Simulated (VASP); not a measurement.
A VASP calculation is set up with these files.

POSCAR:
```
CuAu
1.0
  2.8867777878   0.0000000000   0.0000000000
  0.0000000000   2.8867777878   0.0000000000
  0.0000000000   0.0000000000   3.7935416538
Cu Au
1 1
Cartesian
  0.0000000000   0.0000000000   0.0000000000
  1.4433888939   1.4433888939   1.8967708269
```

### INCAR
```
ALGO = Normal
EDIFF = 1E-7
EDIFFG = -0.01
ENCUT = 520
GGA = RE
IBRION = 2
ISIF = 4
ISMEAR = 1
LASPH = T
LCHARG = F
LMAXMIX = 6
LREAL = F
LWAVE = F
NELM = 100
NSW = 30
PREC = Accurate
SIGMA = 0.1
SYSTEM = CuAu
```

### KPOINTS
```
Automatic mesh
0
Gamma
13 13 10
0 0 0
```

POTCAR, in this order: Cu Au (PBE.64 set). Program: vasp_std.

**Question.** Write an equivalent input for Quantum ESPRESSO's pw.x.

**Answer.** One equivalent input (not run):
```
&CONTROL
  calculation = 'vc-relax'
  pseudo_dir = './pseudo'
  outdir = './out'
  tprnfor = .true.
  tstress = .true.
  nstep = 30
  forc_conv_thr = 0.00039
/
&SYSTEM
  ibrav = 0
  nat = 2
  ntyp = 2
  ecutwfc = 92
  occupations = 'smearing'
  smearing = 'methfessel-paxton'
  degauss = 0.00735
  input_dft = 'revpbe'
/
&ELECTRONS
  conv_thr = 7.3e-09
  electron_maxstep = 100
/
&IONS
/
&CELL
  cell_dofree = 'shape'
/
ATOMIC_SPECIES
  Cu 63.546 Cu.upf
  Au 196.967 Au.upf
CELL_PARAMETERS angstrom
     2.8867778    0.0000000    0.0000000
     0.0000000    2.8867778    0.0000000
     0.0000000    0.0000000    3.7935417
ATOMIC_POSITIONS crystal
  Cu   0.0000000  0.0000000  0.0000000
  Au   0.5000000  0.5000000  0.5000000
K_POINTS automatic
  13 13 10 0 0 0
```
Limits of the translation: the potentials are each code's own (VASP's PAW set, PseudoDojo norm-conserving files in pw.x), so ENCUT and ecutwfc are chosen apart and not converted; conv_thr bounds pw.x's estimated SCF error, while EDIFF bounds the energy change between steps; forc_conv_thr acts on force components and is met together with etot_conv_thr.

The compound is CuAu in the L1_0 structure. This cell is one point of a volume scan, at 1.03 of the reference volume. Symmetry was kept, so distortions that lower it aren't found.
